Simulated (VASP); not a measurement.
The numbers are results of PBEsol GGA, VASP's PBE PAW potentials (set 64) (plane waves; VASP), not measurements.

Input for VASP

KPOINTS:
```
Automatic mesh
0
Gamma
17 17 9
0 0 0
```

### POSCAR
```
Re
1.0
  2.7492680996   0.0000000000   0.0000000000
 -1.3746340498   2.3809359030   0.0000000000
  0.0000000000   0.0000000000   4.4480639902
Re
2
Cartesian
  1.3746354244   0.7936445074   3.3360479926
 -0.0000013746   1.5872913956   1.1120159975
```

### INCAR
```
! general
SYSTEM =Re
PREC   =Normal
ENCUT  =400
LREAL  =.False.
LASPH  =.True.   ! aspherical one-centre terms

! electronic loop
EDIFF  =1E-5
NELM   =100   ! most electronic steps
NELMIN =4
ALGO   =Fast   ! Davidson, then RMM-DIIS
LMAXMIX=6   ! l cut-off of mixed one-centre charges

! smearing
ISMEAR =1   ! Methfessel-Paxton
SIGMA  =0.1

! functional
GGA    =PS

! ions
IBRION =2
NSW    =20   ! most ionic steps
ISIF   =2
EDIFFG =-0.03   ! ionic stop

! output
LWAVE  =.False.
LCHARG =.False.
```

POTCAR, in this order: Re (PBE.64 set). Program: vasp_std.

Output of the run:

**OUTCAR**
```
 ion  position               nearest neighbor table
   1  0.667  0.333  0.750-   2 2.73   2 2.73   2 2.73   2 2.73   2 2.73   2 2.73
   2  0.333  0.667  0.250-   1 2.73   1 2.73   1 2.73   1 2.73   1 2.73   1 2.73
  LATTYP: Found a hexagonal cell.
 ALAT       =     2.7492680996
 C/A-ratio  =     1.6179084138
 Subroutine PRICEL returns:
 Original cell was already a primitive cell.
 Subroutine GETGRP returns: Found 24 space group operations
The static configuration has the point symmetry D_3d.
 The point group associated with its full space group is D_6h.
The dynamic configuration has the point symmetry D_3d.
 Subroutine INISYM returns: Found 24 space group operations
 Subroutine IBZKPT returns following result:
 Found    165 irreducible k-points:

 Following reciprocal coordinates:
            Coordinates               Weight
  0.000000  0.000000  0.000000      1.000000
  0.058824  0.000000  0.000000      6.000000
  0.117647  0.000000  0.000000      6.000000
  0.176471 -0.000000  0.000000      6.000000
  0.235294  0.000000  0.000000      6.000000
  0.294118  0.000000  0.000000      6.000000
  0.352941  0.000000  0.000000      6.000000
  0.411765  0.000000  0.000000      6.000000
  0.470588  0.000000  0.000000      6.000000
  0.058824  0.058824  0.000000      6.000000
  0.117647  0.058824  0.000000     12.000000
  0.176471  0.058824  0.000000     12.000000
  0.235294  0.058824  0.000000     12.000000
  0.294118  0.058824  0.000000     12.000000
  0.352941  0.058824  0.000000     12.000000
  0.411765  0.058824  0.000000     12.000000
  0.470588  0.058824  0.000000      6.000000
  0.117647  0.117647  0.000000      6.000000
  0.176471  0.117647  0.000000     12.000000
  0.235294  0.117647  0.000000     12.000000
  0.294118  0.117647  0.000000     12.000000
  0.352941  0.117647  0.000000     12.000000
...
```

File OSZICAR:
```
       N       E                     dE             d eps       ncg     rms          rms(c)
DAV:   1     0.163946035677E+02    0.16395E+02   -0.61941E+03  7010   0.142E+03
DAV:   2    -0.243976740118E+02   -0.40792E+02   -0.35464E+02  6343   0.326E+02
DAV:   3    -0.280657906523E+02   -0.36681E+01   -0.31259E+01  6439   0.147E+02
DAV:   4    -0.282405127742E+02   -0.17472E+00   -0.15421E+00  6627   0.155E+01
DAV:   5    -0.282478201763E+02   -0.73074E-02   -0.68969E-02  6358   0.212E+00    0.455E+01
RMM:   6    -0.270380484923E+02    0.12098E+01   -0.24051E-01  3704   0.299E+01    0.174E+01
RMM:   7    -0.267275156868E+02    0.31053E+00   -0.34516E+00  4824   0.322E+01    0.141E+00
RMM:   8    -0.267365485246E+02   -0.90328E-02   -0.23283E-01  4730   0.588E+00    0.112E+00
RMM:   9    -0.267391148488E+02   -0.25663E-02   -0.65721E-02  4899   0.143E+00    0.366E-01
RMM:  10    -0.267371114621E+02    0.20034E-02   -0.79595E-03  4032   0.251E+00    0.147E-01
RMM:  11    -0.267375333988E+02   -0.42194E-03   -0.68899E-03  4755   0.786E-01    0.294E-02
RMM:  12    -0.267376414125E+02   -0.10801E-03   -0.13882E-03  4439   0.248E-01    0.228E-02
RMM:  13    -0.267376618951E+02   -0.20483E-04   -0.22645E-04  3255   0.135E-01    0.261E-03
RMM:  14    -0.267376649760E+02   -0.30809E-05   -0.34647E-05  2720   0.153E-01
   1 F= -.26737665E+02 E0= -.26737693E+02  d E =-.267377E+02
```

**OUTCAR**
```
------------------------ aborting loop because EDIFF is reached ----------------------------------------
  FORCE on cell =-STRESS in cart. coord.  units (eV):
  Direction    XX          YY          ZZ          XY          YZ          ZX
  --------------------------------------------------------------------------------------
  Total        0.0446224      0.0446224     -0.1531659      0.0000000      0.0000000     -0.0000000
  in kB        2.4554292      2.4554289     -8.4282406      0.0000000      0.0000000     -0.0000000
  external PRESSURE =      -1.1724608 kB  Pullay stress =       0.0000000 kB
  volume of cell :       29.12
      direct lattice vectors                 reciprocal lattice vectors
     2.749268100  0.000000000  0.000000000     0.363733170  0.210001453  0.000000000
    -1.374634050  2.380935903  0.000000000     0.000000000  0.420002907  0.000000000
     0.000000000  0.000000000  4.448063990     0.000000000  0.000000000  0.224816910
 POSITION                                       TOTAL-FORCE (eV/Angst)
 -----------------------------------------------------------------------------------
      1.37464      0.79364      3.33605         0.000000      0.000000      0.000000
     -0.00000      1.58729      1.11202        -0.000000     -0.000000      0.000000
 -----------------------------------------------------------------------------------
    total drift:                                0.000011     -0.000007     -0.000014
  FREE ENERGIE OF THE ION-ELECTRON SYSTEM (eV)
  ---------------------------------------------------
  free  energy   TOTEN  =       -26.7376649760 eV

  energy  without entropy=      -26.7377489717  energy(sigma->0) =      -26.73769297

 reached required accuracy - stopping structural energy minimisation
```
(Selected blocks of OUTCAR.)

The compound is Re in the hcp structure. It was relaxed first.
